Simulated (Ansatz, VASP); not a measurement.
# Si10BC183 (annealed Voronoi polycrystal of C with 5 % Si on C sites (3 grains at the start)): VASP beside Ansatz

One calculation is typed for both programs; each brings its own data sets. How far apart do they land? Of the first pair: The structure shown is the start of the Ansatz relaxation below; VASP solves that cell, so the two are compared at the walk's first step.

Method: plane waves, with VASP 6.6.1 beside it; single point at PBE, in Ansatz 0.2.0.

## 1. The structure

The cell holds 194 atoms: 183 C, 10 Si and 1 B. Its edges and angles: a = 13.252 Å, b = 10.434 Å, c = 11.146 Å, α = 90.0°, β = 90.0°, γ = 90.0°. It derives from C (diamond C). As first built, before any earlier steps moved the atoms (in the runner's words): 3 grains of diamond C (a = 3.566 A), 5 % of C replaced at random by Si at random centres and orientations, cut by Voronoi cells in a periodic box, atoms closer than 1.11 A removed; annealed 10 ps at 2550 K with the Tersoff potential (Tersoff, Phys. Rev. B 39, 5566 (1989)), cooled to 300 K. . Nearest the centre at fractional (0.836, 0.903, 0.183): B194 at 0.00 Å, C158 at 1.34 Å, C37 at 1.36 Å, C34 at 2.35 Å, C159 at 2.52 Å, C175 at 2.54 Å, C161 at 2.58 Å, C47 at 2.80 Å.

## 2. Ansatz: relaxation, PBE

Ansatz runs on its default PAW (the set named soft_2) files.

The two programs are compared at the cell with which this relaxation starts, whose forces are those of its first step.

The input, input.yaml:

```yaml
crystal:
  lattice:
    - [13.25235, 0.0, 0.0]
    - [0.0, 10.43381, 0.0]
    - [0.0, 0.0, 11.14608]
  atoms:
    - { symbol: C, position: [0.99006, 0.19812, 0.52375] }
    - { symbol: C, position: [0.91279, 0.56831, 0.06355] }
    - { symbol: C, position: [0.9942, 0.16682, 0.39665] }
[... 9 atom lines left out ...]
    - { symbol: C, position: [0.56823, 0.37627, 0.54049] }
[... 1 atom line left out ...]
    - { symbol: C, position: [0.54877, 0.25029, 0.34516] }
    - { symbol: C, position: [0.56551, 0.10376, 0.07263] }
[... 2 atom lines left out ...]
    - { symbol: C, position: [0.6928, 0.32921, 0.25244] }
[... 1 atom line left out ...]
    - { symbol: C, position: [0.62444, 0.48926, 0.03738] }
    - { symbol: C, position: [0.7255, 0.54563, 0.07537] }
[... 1 atom line left out ...]
    - { symbol: Si, position: [0.73952, 0.26217, 0.08966] }
    - { symbol: C, position: [0.87978, 0.33928, 0.12006] }
[... 6 atom lines left out ...]
    - { symbol: C, position: [0.71267, 0.64955, 0.58886] }
    - { symbol: C, position: [0.86135, 0.37948, 0.67039] }
    - { symbol: Si, position: [0.57345, 0.7648, 0.447] }
    - { symbol: C, position: [0.6877, 0.71214, 0.37178] }
    - { symbol: C, position: [0.68445, 0.68354, 0.24754] }
    - { symbol: C, position: [0.91322, 0.70799, 0.23668] }
    - { symbol: C, position: [0.7174, 0.61968, 0.4578] }
    - { symbol: C, position: [0.91284, 0.63843, 0.44441] }
[... 5 atom lines left out ...]
    - { symbol: C, position: [0.84798, 0.36083, 0.54508] }
[... 1 atom line left out ...]
    - { symbol: C, position: [0.71413, 0.46329, 0.29071] }
    - { symbol: C, position: [0.94234, 0.4845, 0.27403] }
    - { symbol: C, position: [0.9104, 0.46264, 0.152] }
    - { symbol: C, position: [0.92114, 0.61101, 0.31815] }
[... 1 atom line left out ...]
    - { symbol: C, position: [0.95091, 0.68999, 0.11548] }
[... 27 atom lines left out ...]
    - { symbol: C, position: [0.17626, 0.88022, 0.36468] }
[... 8 atom lines left out ...]
    - { symbol: C, position: [0.22668, 0.74333, 0.43202] }
[... 7 atom lines left out ...]
    - { symbol: C, position: [0.46898, 0.78164, 0.09813] }
[... 9 atom lines left out ...]
    - { symbol: C, position: [0.47715, 0.69543, 0.99602] }
[... 6 atom lines left out ...]
    - { symbol: C, position: [0.28442, 0.79522, 0.01143] }
    - { symbol: C, position: [0.07, 0.8296, 0.97833] }
    - { symbol: C, position: [0.23535, 0.68244, 0.01089] }
[... 2 atom lines left out ...]
    - { symbol: C, position: [0.10029, 0.61792, 0.87972] }
[... 7 atom lines left out ...]
    - { symbol: C, position: [0.6858, 0.03302, 0.81202] }
[... 30 atom lines left out ...]
    - { symbol: C, position: [0.20492, 0.93825, 0.77475] }
    - { symbol: C, position: [0.16286, 0.01034, 0.87369] }
    - { symbol: C, position: [0.16163, 0.14544, 0.8716] }
    - { symbol: C, position: [0.15048, 0.26889, 0.67227] }
    - { symbol: C, position: [0.47862, 0.12734, 0.32589] }
[... 2 atom lines left out ...]
    - { symbol: C, position: [0.28734, 0.1209, 0.36661] }
[... 9 atom lines left out ...]
    - { symbol: C, position: [0.91194, 0.95497, 0.8435] }
    - { symbol: C, position: [0.89047, 0.77048, 0.62982] }
[... 8 atom lines left out ...]
    - { symbol: Si, position: [0.31187, 0.87973, 0.86884] }
[... 2 atom lines left out ...]
    - { symbol: C, position: [0.61405, 0.74292, 0.61767] }
    - { symbol: C, position: [0.42052, 0.93632, 0.59982] }
[... 4 atom lines left out ...]
    - { symbol: C, position: [0.11828, 0.90908, 0.57529] }
kpoints:
  mp_grid: { grid: [1, 1, 1] }
hamiltonian:
  xc: pbe
scf:
  occupations: { method: fermi_dirac, width: 0.05 }
output:
  forces: true
  eigenvalues: true
relax:
  f_tol: 0.05
  max_steps: 90
```

Run with:

```
> ansatz run input.yaml --threads 4 --pin off --max-ram 8192MiB --backend cpu --events-out ev --progress --plain --runs-dir out
```

Numbers of over 12 decimals in the logs are rounded to 6 here.

What it wrote:

```text
Engine: ansatz 0.2.0, x86_64-unknown-linux-gnu
Pseudopotentials: kind: paw
Pseudopotential: C, paw, valence charge 4, recommended cutoff 420 eV (normal), C.paw.azcp
Pseudopotential: Si, paw, valence charge 4, recommended cutoff 420 eV (normal), Si.paw.azcp
Pseudopotential: B, paw, valence charge 3, recommended cutoff 420 eV (normal), B.paw.azcp
Functional definition: PBE
  parameter kappa = 0.804
  parameter beta = 0.066725
  exchange = pbe_x(kappa = kappa, mu = beta*pi^2/3)
  correlation = pbe_c(beta = beta)
Crystal: 194 atoms, lattice volume = 1541.196 Å³
Basis set: ecut = 420 eV, 30163 PW (Γ), exchange–correlation on 180×144×150 points (8 copies of the dense FFT grid, shifted against one another)
Bands: 582, of which v1, the nominal top of the filled ones, is band 388 counted from 1 (387 counted from 0)
Symmetry: 1 space group operations
Space group: P1 (ITA 1), of the structure as read, at distance tolerance 1.2e-4 Å
k-points: 1
Non-local potential: C, projectors of the file, l = 0: 2, l = 1: 2, l = 2: 1
Non-local potential: Si, projectors of the file, l = 0: 2, l = 1: 2, l = 2: 2
Non-local potential: B, projectors of the file, l = 0: 2, l = 1: 2, l = 2: 1
PAW form: soft (Blöchl's): semilocal exchange-correlation on the pseudo side does not see the compensation charge
PAW one-centre angular grid: C, 110 points (default); XC on 64 Gauss nodes
PAW one-centre angular grid: Si, 110 points (default); XC on 64 Gauss nodes
PAW one-centre angular grid: B, 110 points (default); XC on 64 Gauss nodes
Initial density: superposition of atomic densities (neutral atoms: chi_scale 0, normalization atom), corrected by the library's trained network
Initial wavefunctions: pseudopotential atomic-orbital guess
Functional: x = pbe(κ = 0.804, μ = 0.219515), c = pbe(β = 0.066725)
SCF iter   1: F=—  HF=-52289.682958 eV  |F-HF|=—  |Δ(HF+E_count)|=         —  Δρ=1.39e-2  dr2=5.35e0  ethr=1.77e-3  ⟨swp⟩=6.0  Hψ=2641  notcnv=0  defer=101
preconditioner: auto → LDOS  [metal: Δε(μ)=0.109 eV  Ē_g=14.300 eV  σ=0.050 eV  W_gap=0.41  n_scr=362 (ndim 8)  ℏωp=26.3 eV  f_vac=0.012  D(μ)=19.49/eV (n_scr^D=86)  β→1.0]
SCF iter   2: F=—  HF=-52289.445566 eV  |F-HF|=—  |Δ(HF+E_count)|=   2.37e-1  Δρ=9.27e-3  dr2=3.05e0  ethr=6.90e-4  ⟨swp⟩=2.0  Hψ=927  notcnv=0  defer=169
SCF iter   3: F=—  HF=-52288.899940 eV  |F-HF|=—  |Δ(HF+E_count)|=   5.46e-1  Δρ=2.99e-3  dr2=2.66e-1  ethr=3.93e-4  ⟨swp⟩=4.0  Hψ=743  notcnv=0  defer=169
SCF iter   4: F=—  HF=-52288.846550 eV  |F-HF|=—  |Δ(HF+E_count)|=   5.34e-2  Δρ=1.00e-3  dr2=2.70e-2  ethr=3.43e-5  ⟨swp⟩=2.0  Hψ=1029  notcnv=0  defer=169
SCF iter   5: F=—  HF=-52288.843231 eV  |F-HF|=—  |Δ(HF+E_count)|=   3.32e-3  Δρ=4.31e-4  dr2=4.30e-3  ethr=3.48e-6  ⟨swp⟩=2.0  Hψ=699  notcnv=0  defer=169
SCF iter   6: F=—  HF=-52288.842898 eV  |F-HF|=—  |Δ(HF+E_count)|=   3.33e-4  Δρ=2.02e-4  dr2=8.63e-4  ethr=5.55e-7  ⟨swp⟩=2.0  Hψ=713  notcnv=0  defer=169
SCF iter   7: F=—  HF=-52288.842834 eV  |F-HF|=—  |Δ(HF+E_count)|=   6.42e-5  Δρ=9.34e-5  dr2=1.89e-4  ethr=1.11e-7  ⟨swp⟩=2.0  Hψ=700  notcnv=0  defer=169
SCF iter   8: F=-52288.842784 eV  HF=-52288.842817 eV  |F-HF|=3.33e-5  |Δ(HF+E_count)|=   1.70e-5  Δρ=4.62e-5  dr2=4.50e-5  ethr=8.06e-9  ⟨swp⟩=14.0  Hψ=3623  notcnv=0
SCF 1 converged in 8 iterations: F = -52288.842784 eV  dr2 = 4.50e-5
  greatest PAW one-centre occupation: 0.695 electrons in one spin orbital (limit 2), on the C atom at site 7 (counted from 0), in its partial waves of l = 0
relax step   1: F+E_penalty+E_count = -52288.84278381 eV  Δ(F+E_penalty+E_count) = +0.000e0 eV  max|allowed force component| = 5.259e0 eV/Å  Δτ_max = 0.0000 Å  (8 SCF iters, dr2 threshold 6.25e-5 eV, accepted)
Initial density: handed on by an earlier stage of this run
Initial wavefunctions: those handed on with the density
iter 1 solved again at ethr=8.56e-5 eV; its pass at ethr=3.10e-3 eV (dr2=6.63e-1 eV) is discarded
SCF iter   1: F=—  HF=-52289.449367 eV  |F-HF|=—  |Δ(HF+E_count)|=         —  Δρ=5.54e-3  dr2=6.24e-1  ethr=8.56e-5  ⟨swp⟩=2.0  Hψ=1488  notcnv=0  defer=172
preconditioner: auto → LDOS  [metal: Δε(μ)=0.118 eV  Ē_g=14.286 eV  σ=0.050 eV  W_gap=0.44  n_scr=362 (ndim 8)  ℏωp=26.3 eV  f_vac=0.014  D(μ)=19.75/eV (n_scr^D=86)  β→1.0]
SCF iter   2: F=—  HF=-52289.377253 eV  |F-HF|=—  |Δ(HF+E_count)|=   7.21e-2  Δρ=2.75e-3  dr2=2.97e-1  ethr=8.05e-5  ⟨swp⟩=4.0  Hψ=859  notcnv=0  defer=172
SCF iter   3: F=—  HF=-52289.308444 eV  |F-HF|=—  |Δ(HF+E_count)|=   6.88e-2  Δρ=4.68e-4  dr2=5.12e-3  ethr=3.84e-5  ⟨swp⟩=2.0  Hψ=717  notcnv=0  defer=172
SCF iter   4: F=—  HF=-52289.307445 eV  |F-HF|=—  |Δ(HF+E_count)|=   1.00e-3  Δρ=1.59e-4  dr2=5.67e-4  ethr=6.60e-7  ⟨swp⟩=2.0  Hψ=927  notcnv=0  defer=172
SCF iter   5: F=-52289.307312 eV  HF=-52289.307355 eV  |F-HF|=4.26e-5  |Δ(HF+E_count)|=   8.99e-5  Δρ=4.93e-5  dr2=5.74e-5  ethr=1.29e-8  ⟨swp⟩=11.0  Hψ=3247  notcnv=0
[...]
- { symbol: C, position: [0.449899, 0.924466, 0.050683] }
    - { symbol: C, position: [0.227187, 0.742860, 0.432818] }
    - { symbol: C, position: [0.204957, 0.641406, 0.339282] }
    - { symbol: C, position: [0.196015, 0.507843, 0.349969] }
    - { symbol: C, position: [0.202846, 0.437150, 0.241892] }
    - { symbol: C, position: [0.183210, 0.693152, 0.229236] }
    - { symbol: C, position: [0.204239, 0.624236, 0.121928] }
    - { symbol: C, position: [0.572158, 0.935777, 0.228495] }
    - { symbol: Si, position: [0.613147, 0.794991, 0.140314] }
    - { symbol: C, position: [0.467388, 0.782208, 0.097788] }
    - { symbol: C, position: [0.418019, 0.591371, 0.228207] }
    - { symbol: C, position: [0.452858, 0.492630, 0.132048] }
    - { symbol: C, position: [0.379920, 0.368673, 0.128871] }
    - { symbol: C, position: [0.224476, 0.493385, 0.129889] }
    - { symbol: C, position: [0.236299, 0.307143, 0.255469] }
    - { symbol: Si, position: [0.196808, 0.211775, 0.121882] }
    - { symbol: C, position: [0.280680, 0.890717, 0.115093] }
    - { symbol: C, position: [0.054307, 0.853625, 0.191126] }
    - { symbol: C, position: [0.553124, 0.578585, 0.963181] }
    - { symbol: C, position: [0.476231, 0.695826, 0.995912] }
    - { symbol: C, position: [0.299091, 0.424306, 0.047351] }
    - { symbol: C, position: [0.448596, 0.558793, 0.00806557] }
    - { symbol: C, position: [0.378649, 0.476412, 0.944805] }
    - { symbol: C, position: [0.315049, 0.283470, 0.030850] }
    - { symbol: C, position: [0.536850, 0.627047, 0.831447] }
    - { symbol: C, position: [0.641719, 0.357583, 0.974295] }
[...]
- { symbol: Si, position: [0.291203, 0.508260, 0.819823] }
[...]
- { symbol: Si, position: [0.702857, 0.158655, 0.692103] }
[...]
- { symbol: Si, position: [0.310862, 0.880147, 0.869230] }
[...]
- { symbol: C, position: [0.616919, 0.022861, 0.454110] }
    - { symbol: C, position: [0.614120, 0.742993, 0.617506] }
    - { symbol: C, position: [0.420453, 0.936472, 0.599927] }
    - { symbol: C, position: [0.433876, 0.955254, 0.725093] }
    - { symbol: C, position: [0.187318, 0.974848, 0.646174] }
    - { symbol: C, position: [0.431533, 0.043848, 0.517459] }
    - { symbol: C, position: [0.388286, 0.740349, 0.676867] }
    - { symbol: C, position: [0.118454, 0.908189, 0.575792] }
```

## 3. VASP: single point, PBE, start cell, pair 1

The same cell, functional, mesh and smearing now go to VASP, with its own data sets.

Lines of VASP's logs that name or quote its potential files are left out, and so is its time.

The input, INCAR:

```
SYSTEM = Si10BC183
PREC = Accurate
ENCUT = 520
EDIFF = 1E-06
NELM = 120
ISMEAR = -1
SIGMA = 0.05
LREAL = Auto
ALGO = Normal
GGA = PE
NBANDS = 523
LORBIT = 11
LWAVE = .FALSE.
LCHARG = .FALSE.
ISIF = 2
LASPH = .TRUE.
GGA_COMPAT = .FALSE.
```

The input, POSCAR:

```
Si10BC183
1.0
   13.2523500000      0.0000000000      0.0000000000
    0.0000000000     10.4338100000      0.0000000000
    0.0000000000      0.0000000000     11.1460800000
C Si B
183 10 1
Direct
    0.9900583670      0.1981155494      0.5237536425
    0.9127890525      0.5683063042      0.0635470049
    0.9942010285      0.1668230493      0.3966506610
[... 9 atom lines left out ...]
    0.7240527152      0.5637633808      0.2077322251
[... 1 atom line left out ...]
    0.5655072497      0.1037588379      0.0726264301
    0.6537180198      0.1210487828      0.1361465197
[... 2 atom lines left out ...]
    0.6730278026      0.0902163256      0.3554343769
[... 1 atom line left out ...]
    0.7255015148      0.5456300239      0.0753717899
    0.8067776658      0.5725808693      0.0038758021
[... 1 atom line left out ...]
    0.6495527208      0.0417393071      0.2447317801
    0.9781208616      0.1374569788      0.0868107891
[... 6 atom lines left out ...]
    0.6876968990      0.7121367938      0.3717809311
    0.6844521915      0.6835374614      0.2475399423
    0.9132191649      0.7079868236      0.2366841078
    0.7173972918      0.6196777591      0.4578022049
    0.9128418733      0.6384340907      0.4444073612
    0.8743505869      0.8305115773      0.2733606793
    0.6703188491      0.2338742990      0.3619658212
    0.9715333507      0.2566655900      0.3079827168
[... 5 atom lines left out ...]
    0.9211422880      0.6110136182      0.3181477255
[... 1 atom line left out ...]
    0.9509105932      0.6899876459      0.1154755753
    0.0230902444      0.7808940358      0.0857700645
    0.0076212898      0.0268741716      0.3832558173
    0.9595279328      0.2509246383      0.1696829737
[... 1 atom line left out ...]
    0.8884084710      0.7655688574      0.4886381580
[... 27 atom lines left out ...]
    0.1331386509      0.8125986576      0.2545199747
[... 8 atom lines left out ...]
    0.5724720521      0.9359476548      0.2288427860
[... 7 atom lines left out ...]
    0.0529868288      0.8531782733      0.1906769017
[... 9 atom lines left out ...]
    0.0700026788      0.8296010757      0.9783260124
[... 6 atom lines left out ...]
    0.9071372247      0.1089343203      0.9712024317
    0.7952023603      0.1660179743      0.9521284613
    0.9330420642      0.0873889787      0.8329565192
[... 2 atom lines left out ...]
    0.8633034896      0.0403975154      0.5433300317
[... 7 atom lines left out ...]
    0.7320512966      0.0497229679      0.9198390824
[... 30 atom lines left out ...]
    0.8243669991      0.9206224764      0.0649824871
    0.7314023551      0.9404905782      0.9976960510
    0.6548272571      0.8470443683      0.9867325553
    0.8957807483      0.9646332452      0.9701527353
    0.9069334873      0.9819327743      0.4393383145
[... 2 atom lines left out ...]
    0.9119363735      0.9549723447      0.8434983420
[... 9 atom lines left out ...]
    0.8771500904      0.8588521355      0.4018094254
    0.6166906247      0.0227817068      0.4547338616
[... 8 atom lines left out ...]
    0.7395216697      0.2621669361      0.0896638101
[... 2 atom lines left out ...]
    0.0338430543      0.0221587320      0.2095534932
    0.6138005712      0.7948103329      0.1409464134
[... 4 atom lines left out ...]
    0.8362592295      0.9031216785      0.1830419304
```

The input, KPOINTS:

```
Automatic mesh
0
Gamma
1 1 1
0 0 0
```

Potentials, in the order of the species: C, Si and B (PBE family, release 64).

Run with:

```
> export OMP_NUM_THREADS=3
> mpirun -np 1 vasp_gam
```

What it wrote:

```text
[banner, memory and clock lines left out]
running    1 mpi-ranks, on    1 nodes
[...]
Offloading initialized ...    1 GPUs detected
[...]
LDA part: xc-table for (Slater+PW92), standard interpolation
 POSCAR, INCAR and KPOINTS ok, starting setup
[...]
entering main loop
       N       E                     dE             d eps       ncg     rms          rms(c)
DAV:   1     0.527284097167E+04    0.52728E+04   -0.45290E+05  1054   0.149E+03
DAV:   2    -0.115079423100E+04   -0.64236E+04   -0.60345E+04  1297   0.337E+02
DAV:   3    -0.168108272680E+04   -0.53029E+03   -0.51349E+03  1292   0.927E+01
DAV:   4    -0.169695575700E+04   -0.15873E+02   -0.15715E+02  1244   0.171E+01
[...]
DAV:  18    -0.160185660430E+04   -0.70601E-05   -0.57309E-05  1196   0.934E-03    0.101E-02
DAV:  19    -0.160185660887E+04   -0.45653E-05   -0.10829E-05  1180   0.491E-03    0.460E-03
DAV:  20    -0.160185660953E+04   -0.66093E-06   -0.23333E-06   868   0.225E-03
   1 F= -.16018566E+04 E0= -.16017722E+04  d E =-.168820E+00
```

OUTCAR, selected parts (step 3):

```text
  FREE ENERGIE OF THE ION-ELECTRON SYSTEM (eV)
  ---------------------------------------------------
  free  energy   TOTEN  =     -1601.8566095264 eV

  energy  without entropy=    -1601.6877891748  energy(sigma->0) =    -1601.77219935
```

This run has no spin polarisation. Its electron count is odd, so without a moment it is a metal by construction.

## 4. Side by side

Known differences besides the potentials themselves: the cutoff is 420 eV in Ansatz and 520 eV in VASP (PREC = Accurate, projectors in real space). Total energies have different zeros and are not compared.

Forces on 10 of the 194 atoms, those with the largest forces and the largest differences (eV/Å; atoms numbered as in POSCAR):

```
atom          Ansatz x, y, z            VASP x, y, z
 C34    -0.173, 0.447, 0.131    -0.171, 0.457, 0.113
 C37    1.642, -2.436, 4.644    1.619, -2.397, 4.626
C100    0.000, -0.007, 0.021    -0.034, 0.052, 0.000
C103    -0.001, 0.005, 0.002  -0.016, -0.072, -0.004
C134    -0.001, 0.012, 0.007   0.005, -0.011, -0.058
C158   -0.858, 0.792, -5.259   -0.835, 0.774, -5.208
C159    0.578, 0.061, -0.054    0.581, 0.055, -0.042
C161    -0.545, 0.221, 0.099    -0.538, 0.187, 0.126
C175  -0.074, -0.439, -0.488  -0.091, -0.439, -0.513
B194    -0.695, 1.445, 0.708    -0.691, 1.434, 0.699
```

The forces differ by 20 meV/Å r.m.s., which is 5.9 % of the r.m.s. force of 0.332 eV/Å (both taken over all components).

(Continued in part 2 of 2.)

[Lines on the potential files, build, host, timing and source positions are cut from VASP's logs without a mark.]

[Logs are printed without paths, hosts, clocks, repeated set-up lines and the standing remarks that a program may print on its own settings, such as how far it seeks lower states.]

[Hosts, paths, dates, database ids (printed as entryN), source tags and the programs' standing remarks are cut or masked in the printed files.]
